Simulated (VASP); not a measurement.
HfIn4SiO6, 12 atoms in the cell. The typed cell holds 12 atoms: a = 5.332 Å, b = 5.522 Å, c = 9.654 Å, α = 92.40°, β = 99.58°, γ = 117.67°. The cell was built by a generator and needn't be a form met in nature.

- Program: VASP 6.6.1
- Task: density of states
- Functional: PBE
- Potentials or basis: VASP PAW PBE potentials, release 64 (Hf_pv, In_d, Si, O)
- Cutoff: 520 eV
- k mesh: 6 × 6 × 3
- Occupations: fermi-dirac, width 0.05 eV
- Spin: no spin polarisation
- k mesh for the DOS: 9 × 9 × 5
- Occupations for the DOS: tetrahedron
- Further INCAR settings: ALGO = Fast; EDIFF = 1e-06

Potentials or basis: VASP PAW PBE potentials, release 64 (Hf_pv, In_d, Si, O).

Launch:

```sh
$ cat potpaw_PBE.64/Hf_pv/POTCAR potpaw_PBE.64/In_d/POTCAR potpaw_PBE.64/Si/POTCAR potpaw_PBE.64/O/POTCAR > POTCAR
$ cp INCAR.step1 INCAR
$ cp KPOINTS.step1 KPOINTS
$ mpirun -np 4 vasp_std > vasp.out
$ cp INCAR.step2 INCAR
$ cp KPOINTS.step2 KPOINTS
$ mpirun -np 4 vasp_std > vasp.out
```

Hardware: 4 MPI ranks on Intel(R) Xeon(R) Platinum 8259CL CPU @ 2.50GHz (Skylake/Cascade Lake) (shared host).

**Question.** How long does it take, and how much memory?

**Answer.** Wall time 20 min on 4 MPI ranks on Intel(R) Xeon(R) Platinum 8259CL CPU @ 2.50GHz (Skylake/Cascade Lake), with other jobs on the host, peak memory 2.1 GiB a rank. Counts: scf iterations 13, k points 203.
